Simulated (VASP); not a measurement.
VASP input:

**POSCAR**
```
Li2S
1
    0.0000000000     2.8025624071     2.8025624071
    2.8025624071     0.0000000000     2.8025624071
    2.8025624071     2.8025624071     0.0000000000
Li S
2 1
Direct
  0.2500000000   0.2500000000   0.2500000000
  0.7500000000   0.7500000000   0.7500000000
  0.0000000000   1.0000000000   0.0000000000
```

KPOINTS:
```
Automatic mesh
0
Gamma
7 7 7
0 0 0
```

### INCAR
```
ISIF = 2
CPARAM = 0.0093
PREC = Accurate
SIGMA = 0.05
EDIFF = 1E-7   # SCF stop (eV)
NELM = 100   # most electronic steps
LCHARG = F
ISMEAR = 0   # Gaussian
ENCUT = 520
METAGGA = R2SCAN
LREAL = F
LASPH = T
ALGO = Normal
SYSTEM = Li2S
LMIXTAU = T
LUSE_VDW = T
BPARAM = 11.95
LWAVE = F
```

POTCAR, in this order: Li_sv S (PBE.64 set). Program: vasp_std.

Problem. Write an equivalent input for Ansatz.

Solution. One equivalent input (not run):
Ansatz 0.2 input:
```yaml
crystal:
  lattice:
    - [0.0000000, 2.8025624, 2.8025624]
    - [2.8025624, 0.0000000, 2.8025624]
    - [2.8025624, 2.8025624, 0.0000000]
  atoms:
    - { symbol: Li, position: [0.2500000, 0.2500000, 0.2500000] }
    - { symbol: Li, position: [0.7500000, 0.7500000, 0.7500000] }
    - { symbol: S, position: [0.0000000, 1.0000000, 0.0000000] }
kpoints:
  mp_grid: { grid: [7, 7, 7] }
hamiltonian:
  xc: r2scan
  dispersion: rvv10
  pseudopotentials: { kind: paw }
scf:
  occupations: { method: gaussian, width: 0.05 }
  max_iter: 100
output: { forces: true, stress: true, eigenvalues: true }
```
Limits of the translation: each code has its own PAW files, so the cut-off isn't converted (ENCUT is set for VASP's; basis.ecutwfc is left out, and Ansatz then takes the one that its files recommend); Ansatz stops its SCF on the density residual and VASP on the energy change (EDIFF).

The compound is Li2S in the antifluorite structure. This cell is one point of a volume scan, at 0.97 of the reference volume.
